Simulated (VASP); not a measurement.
Output of a VASP run:

### OSZICAR
```
       N       E                     dE             d eps       ncg     rms          rms(c)
DAV:   1     0.221207094448E+03    0.22121E+03   -0.17417E+04   552   0.176E+03
DAV:   2    -0.287589586939E+01   -0.22408E+03   -0.21809E+03   593   0.405E+02
DAV:   3    -0.129470640676E+02   -0.10071E+02   -0.10049E+02   600   0.960E+01
DAV:   4    -0.130006936739E+02   -0.53630E-01   -0.53621E-01   598   0.688E+00
DAV:   5    -0.130008989709E+02   -0.20530E-03   -0.20529E-03   588   0.393E-01    0.998E+00
DAV:   6    -0.115852515431E+02    0.14156E+01   -0.41870E+00   690   0.406E+01    0.766E+00
DAV:   7    -0.116101421240E+02   -0.24891E-01   -0.71257E-01   545   0.887E+00    0.455E+00
DAV:   8    -0.115999429728E+02    0.10199E-01   -0.15958E-01   580   0.416E+00    0.707E-01
DAV:   9    -0.115902060378E+02    0.97369E-02   -0.40102E-02   683   0.263E+00    0.101E-01
DAV:  10    -0.115907132729E+02   -0.50724E-03   -0.34000E-03   548   0.633E-01    0.925E-02
DAV:  11    -0.115908041204E+02   -0.90847E-04   -0.10668E-04   594   0.138E-01    0.449E-02
DAV:  12    -0.115908331079E+02   -0.28987E-04   -0.98160E-05   564   0.920E-02    0.174E-02
DAV:  13    -0.115908363721E+02   -0.32642E-05   -0.89314E-06   588   0.332E-02    0.444E-03
DAV:  14    -0.115908365551E+02   -0.18308E-06   -0.57280E-07   548   0.673E-03    0.185E-03
DAV:  15    -0.115908365502E+02    0.49204E-08   -0.11048E-07   408   0.305E-03
   1 F= -.11109640E+02 E0= -.11109640E+02  d E =-.111096E+02
```

### OUTCAR
```
------------------------ aborting loop because EDIFF is reached ----------------------------------------
  FORCE on cell =-STRESS in cart. coord.  units (eV):
  Direction    XX          YY          ZZ          XY          YZ          ZX
  --------------------------------------------------------------------------------------
  Total        0.4885148      0.4885148      0.4885148      0.0000000      0.0000000     -0.0000000
  in kB       20.3041539     20.3041539     20.3041539      0.0000000      0.0000000     -0.0000000
  external PRESSURE =       0.3041539 kB  Pullay stress =      20.0000000 kB
  volume of cell :       38.55
      direct lattice vectors                 reciprocal lattice vectors
     0.000000000  2.681170705  2.681170705    -0.186485702  0.186485702  0.186485702
     2.681170705  0.000000000  2.681170705     0.186485702 -0.186485702  0.186485702
     2.681170705  2.681170705  0.000000000     0.186485702  0.186485702 -0.186485702
 POSITION                                       TOTAL-FORCE (eV/Angst)
 -----------------------------------------------------------------------------------
      0.00000      0.00000      0.00000         0.000000     -0.000000      0.000000
      1.34059      1.34059      1.34059         0.000000      0.000000      0.000000
      4.02176      4.02176      4.02176        -0.000000     -0.000000     -0.000000
 -----------------------------------------------------------------------------------
    total drift:                                0.000000     -0.000000      0.000000
  FREE ENERGIE OF THE ION-ELECTRON SYSTEM (eV)
  ---------------------------------------------------
  free  energy   TOTEN  =       -11.5908365502 eV

  energy  without entropy=      -11.5908365502  energy(sigma->0) =      -11.59083655
  enthalpy is  TOTEN    =       -11.1096396670 eV   P V=        0.4811968832

 reached required accuracy - stopping structural energy minimisation
```
(Selected blocks of OUTCAR.)

**POSCAR**
```
CdF2
1
   -0.0000000000     2.6811707051     2.6811707051
    2.6811707051     0.0000000000     2.6811707051
    2.6811707051     2.6811707051    -0.0000000000
Cd F
1 2
Direct
  0.0000000000   0.0000000000   0.0000000000
  0.2500000000   0.2500000000   0.2500000000
  0.7500000000   0.7500000000   0.7500000000
```

### Question
Reconstruct the remaining input files.

### Answer
One answer among several that fit: the input of the run itself, PBEsol GGA, plane waves, VASP's PBE PAW potentials (set 64).

INCAR:
```
# general
SYSTEM   =  CdF2
PREC     =  Accurate
ENCUT    =  600
LREAL    =  .FALSE.
LASPH    =  .TRUE.

# electronic loop
EDIFF    =  1E-7
NELM     =  100
ALGO     =  Normal
LMAXMIX  =  4

# smearing
ISMEAR   =  0
SIGMA    =  0.05

# functional
GGA      =  PS

# ions
IBRION   =  2
NSW      =  40
ISIF     =  3
EDIFFG   =  -0.01
PSTRESS  =  20

# output
LWAVE    =  .FALSE.
LCHARG   =  .FALSE.
```

KPOINTS:
```
K-points
0
Gamma
6 6 6
0 0 0
```

POTCAR, in this order: Cd F (PBE.64 set). Program: vasp_std.

The compound is CdF2 in the fluorite structure. It was relaxed first under an external pressure of 2 GPa.
